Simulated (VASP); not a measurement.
```
CELL_PARAMETERS angstrom
      2.81892     0.00000     0.00000
      0.00000     2.81892     0.00000
      0.00000     0.00000     2.81892
ATOMIC_POSITIONS crystal
  Yb 0.00000 0.00000 0.00000
  N  0.50000 0.50000 0.50000
```

Method: PBE GGA, VASP's PBE PAW potentials (set 64) (plane waves; VASP). Numerical set-up: 520 eV cut-off, 8×8×8 Γ-centred mesh, Gaussian smearing of 0.050 eV, potentials Yb N.

Task: What does the run give for the energy per atom (σ→0), pressure, band gap (on the k-mesh) with the smallest direct gap where there is one?

Result: 
The band gap (on the k-mesh) is none (metal, semimetal or under 0.01 eV) and the energy per atom (σ→0) is -6.273 eV/atom. The pressure is 28.38 GPa.

Total energies compare only between runs with the same potentials, cut-off and functional.

The structure was generated: YbN was put into the CsCl type (Pm-3m), which need not be its known phase. The cell was not relaxed at this level. The run is one of a series of settings (POTCAR Yb N (PBE.64 set) against the base run), some of them coarse on purpose. The run is not spin-polarised, so no magnetic state was tried. The electron count is odd and the run is not spin-polarised, which forces a metal.
